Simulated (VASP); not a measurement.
# HgTe (relaxed from the WC structure, space group P-6m2): computed properties

Calculation: r2SCAN meta-GGA, VASP's PBE PAW potentials (set 64) (plane waves; VASP 6.6.1).

| Item | Value |
|---|---|
| space group | P-6m2 (187) |
| cell | a = 4.1292 Å, b = 4.1292 Å, c = 3.9236 Å, α = 90.00°, β = 90.00°, γ = 120.00° |
| volume per atom | 28.97 Å³/atom |
| band gap (over mesh and band path) | none (metal, semimetal or under 0.01 eV) |
| density | 9.41 g/cm³ |

```cif
data_HgTe
_chemical_formula_sum 'Hg1 Te1'
_space_group_name_H-M_alt 'P-6m2'
_space_group_IT_number 187
_space_group_name_Hall 'P -6 2'
_cell_length_a 4.12919
_cell_length_b 4.12919
_cell_length_c 3.92363
_cell_angle_alpha 90.000
_cell_angle_beta 90.000
_cell_angle_gamma 120.000
loop_
_atom_site_label
_atom_site_type_symbol
_atom_site_symmetry_multiplicity
_atom_site_Wyckoff_symbol
_atom_site_fract_x
_atom_site_fract_y
_atom_site_fract_z
_atom_site_occupancy
Hg1 Hg 1 a 0.00000 0.00000 0.00000 1
Te1 Te 1 f 0.66667 0.33333 0.50000 1
```

Unless said otherwise, spin-orbit coupling is left out, though it shifts the bands of the heavy elements here.

The structure was generated: HgTe was put into the WC type (P-6m2), which need not be its known phase. It was relaxed first. Symmetry was kept, so distortions that lower it aren't found.
